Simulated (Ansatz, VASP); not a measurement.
Two plane-wave programs on Mg8CuSi4 (a cell with a defect)

```
Mg Si Cu
1.0
     6.35000    0.00000    0.00000
     0.00000    6.35000    0.00000
     0.00000    0.00000    6.35000
Mg Si Cu
8 4 1
Direct
  0.25301 0.25272 0.24641
  0.73252 0.73220 0.76653
  0.74858 0.74829 0.23736
  0.25789 0.25772 0.74336
  0.74556 0.26488 0.75363
  0.25679 0.75739 0.24307
  0.26462 0.74576 0.75312
  0.75743 0.25673 0.24295
  0.00316 0.00304 0.97928
  0.49569 0.49582 0.00600
  0.51828 0.00350 0.49653
  0.00372 0.51755 0.49640
  0.96215 0.96387 0.54753
```

Alike in both runs: functional PBE; k mesh 2 × 2 × 2; occupations fermi-dirac, width 0.05 eV; no spin polarisation.

Ansatz relaxed the structure, and its values are those at the end. VASP's run is a single point on that final structure, the one shown.

```csv
,VASP,Ansatz
version,VASP 6.6.1,Ansatz 0.2.0
potentials or method,"VASP PAW PBE potentials, release 64 (Mg, Si, Cu)","scalar-relativistic, plane waves, PAW"
plane-wave cutoff (eV),520,420
valence electrons in the cell,43,115
```

|  | VASP | Ansatz | Ansatz less VASP |
| --- | --- | --- | --- |
| rms of the force components (eV/Å) | 0.019 | 0.019 | -0.0004 |

With one functional, cell and mesh, what is left measures potentials, basis and numerics. The two sets of potentials don't hold the same shells in valence.

Caveats: the k mesh is coarse (spacing up to 0.49 Å⁻¹), so the values aren't converged.
